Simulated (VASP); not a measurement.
Input:

```xyz
3
Lattice="0.0000 3.0600 3.0600 3.0600 0.0000 3.0600 3.0600 3.0600 0.0000" Properties=species:S:1:pos:R:3 pbc="T T T"
Al     1.5300     1.5300     1.5300
Al     4.5900     4.5900     4.5900
Au     0.0000     0.0000     0.0000
```

Method: PBE GGA, VASP's PBE PAW potentials (set 64) (plane waves; VASP). Settings: 300 eV cut-off, 8×8×8 Γ-centred mesh, first-order Methfessel-Paxton smearing of 0.10 eV, potentials Al Au.

At this cut-off the stress carries a Pulay error, which pulls relaxed volumes low. Unless said otherwise, spin-orbit coupling is left out, though it shifts the bands of the heavy elements here.

Problem. What does the run give for the energy per atom (σ→0), pressure, band gap (on the k-mesh) with the smallest direct gap where there is one?

Solution. 
```json
{
  "band gap (on the k-mesh)": "none (metal, semimetal or under 0.01 eV)",
  "energy per atom (σ→0)": "-4.005 eV/atom",
  "pressure": "-3.25 GPa"
}
```

The compound is AuAl2 in the fluorite structure. The cell was not relaxed at this level. The run is one of a series of settings (ENCUT = 300 against the base run), some of them coarse on purpose. The electron count is odd and the run is not spin-polarised, which forces a metal.
